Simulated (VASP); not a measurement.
The system is Ga2GeSe2.

```
Ga Ge Se
1.0
     1.95000    1.12583    8.20000
    -1.95000    1.12583    8.20000
     0.00000   -2.25167    8.20000
Ga Ge Se
2 1 2
Direct
  0.39400 0.39400 0.39400
  0.60600 0.60600 0.60600
  0.00000 0.00000 0.00000
  0.77700 0.77700 0.77700
  0.22300 0.22300 0.22300
```

The cell was built by a generator and needn't be a form met in nature.

| Item | Value |
| --- | --- |
| Program | VASP 6.6.1 |
| Task | relaxation of cell and atoms |
| Functional | PBE |
| Potentials or basis | VASP PAW PBE potentials, release 64 (Ga_d, Ge_d, Se) |
| Cutoff | 520 eV |
| k mesh | 4 × 4 × 4 |
| Occupations | gaussian, width 0.15 eV |
| Spin | no spin polarisation |

At the start: pressure 2.8 GPa; volume 21.60 Å³/atom.

Where does the relaxation end?

Over 10 steps the energy falls by 94.4 meV/atom and the volume is 23.02 Å³/atom (+6.5 %); space group R-3m (No. 166, to 0.05 Å).

Step by step:
```csv
step,energy change (eV),largest force (eV/Å),pressure (GPa),volume (Å³)
1,0.0000,0.7077,2.76,108.01
2,-0.1953,0.6411,-1.44,113.87
3,-0.2305,0.6324,-1.88,116.21
4,-0.2378,0.6152,-3.74,120.94
5,-0.3545,0.4205,-3.27,120.34
6,-0.4100,0.3748,-2.83,119.82
7,-0.4338,0.2517,-1.23,118.58
8,-0.4390,0.2986,-1.92,119.10
9,-0.4693,0.0386,-0.71,116.07
10,-0.4721,0.0555,-0.42,115.08
```

Final structure:
```
CELL_PARAMETERS angstrom
1.87757 1.08402 9.42324
-1.87757 1.08402 9.42324
0.00000 -2.16803 9.42324
ATOMIC_POSITIONS crystal
Ga 0.40024 0.40024 0.40024
Ga 0.59976 0.59976 0.59976
Ge 0.00000 0.00000 0.00000
Se 0.77845 0.77845 0.77845
Se 0.22155 0.22155 0.22155
```

Caveat: the k mesh is coarse (spacing up to 0.47 Å⁻¹), so the values aren't converged.
